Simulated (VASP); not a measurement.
These are PBE GGA, VASP's PBE PAW potentials (set 64) (plane waves; VASP 6.6.1) values and carry that method's errors.

VASP input:

File POSCAR:
```
CeO2
1.0
  0.0000000000   2.7591000000   2.7591000000
  2.7591000000   0.0000000000   2.7591000000
  2.7591000000   2.7591000000   0.0000000000
Ce O
1 2
Cart
  0.0000000000   0.0000000000   0.0000000000
  1.3795500000   1.3795500000   1.3795500000
  4.1386500000   4.1386500000   4.1386500000
```

File KPOINTS:
```
Automatic mesh
0
Gamma
5 5 5
0 0 0
```

### INCAR
```
SYSTEM = CeO2
PREC = Accurate
ENCUT = 520
EDIFF = 1E-6
NELM = 100
ALGO = Normal
LREAL = .FALSE.
LASPH = .TRUE.
ISMEAR = 0
SIGMA = 0.05
GGA = PE
LMAXMIX = 6
LWAVE = .FALSE.
LCHARG = .FALSE.
ISIF = 3
IBRION = 2
NSW = 40
EDIFFG = -0.01
```

POTCAR, in this order: Ce O (PBE.64 set). Program: vasp_std.

Q: What will the output report for the number of irreducible k-points (NKPTS), number of bands (NBANDS), largest plane-wave count, number of space-group operations, FFT grid (NGX, NGY, NGZ)?

A: 
number of irreducible k-points (NKPTS): 10
number of bands (NBANDS): 16
largest plane-wave count: 1143
number of space-group operations: 48
FFT grid (NGX, NGY, NGZ): 30 × 30 × 30

The compound is CeO2 in the fluorite structure. This run relaxes it. Symmetry was kept, so distortions that lower it aren't found. The run is not spin-polarised, so no magnetic state was tried.
